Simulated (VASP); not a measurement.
Wanted: the native input for a VASP 6.6.1 run.

```yaml
Task: single point
Functional: PBE
Potentials_or_basis: VASP PAW PBE potentials, release 64 (Ni, Mo_sv, Pd, Ir, W_sv)
Cutoff: 520 eV
k_mesh: 7 × 7 × 5
Occupations: fermi-dirac, width 0.05 eV
Spin: collinear spin, ferromagnetic start
Starting_moments: "[1.0, 1.0, 0.0, 0.6, 0.0] μB"
Further_INCAR_settings: ALGO = Normal; EDIFF = 1e-07; NBANDS = 40
```

The structure of NiMoIrPdW lies in POSCAR:

```
NiMoIrPdW
1.0
    4.1467000000      0.0000000000      0.0000000000
   -2.0733500000      3.5911500000      0.0000000000
    0.0000000000      0.0000000000      5.4162900000
Ni Mo Pd Ir W
1 1 1 1 1
Direct
   -0.0076520000     -0.0047730000      0.0213370000
    0.6793990000      0.3354830000      0.4556020000
    0.3367380000      0.6704540000      0.7500710000
    0.3376640000      0.6755400000      0.2528620000
    0.6653140000      0.3280550000      0.9995400000
```

The cell was built by a generator and needn't be a form met in nature.

The cell isn't the ideal one: atoms moved at random, drawn with an rms of 0.05 Å.

One way to write it, as run:

INCAR

```
PREC = Accurate
ENCUT = 520
EDIFF = 1E-7
ISMEAR = -1
SIGMA = 0.05
LREAL = False
LASPH = True
NELM = 150
ALGO = Normal
ISIF = 2
LWAVE = False
LCHARG = False
ISPIN = 2
MAGMOM = 1 1 0 0.6 0
LORBIT = 11
LMAXMIX = 4
GGA = PE
NBANDS = 40
KPAR = 4
```

KPOINTS

```
Automatic mesh
0
Gamma
  7 7 5
```

Potentials or basis: VASP PAW PBE potentials, release 64 (Ni, Mo_sv, Pd, Ir, W_sv).

Run with:

```bash
$ cat potpaw_PBE.64/Ni/POTCAR potpaw_PBE.64/Mo_sv/POTCAR potpaw_PBE.64/Pd/POTCAR potpaw_PBE.64/Ir/POTCAR potpaw_PBE.64/W_sv/POTCAR > POTCAR
$ mpirun -np 4 vasp_std > vasp.out
```

It gave:

```json
{
  "Pressure": "1.1 GPa",
  "Largest force": "0.641 eV/Å",
  "Band gap on the k mesh": "none (metal or under the smearing width)",
  "Net moment": "0.00 μB per cell",
  "Valence electrons inside the program's atomic spheres": "Ni 9.46; Mo 12.37; Pd 9.58; Ir 8.44; W 12.10"
}
```

It took 3.6 min on 4 MPI ranks on Intel(R) Xeon(R) Platinum 8488C (Sapphire Rapids), with other jobs on the host, peak memory 0.75 GiB a rank.
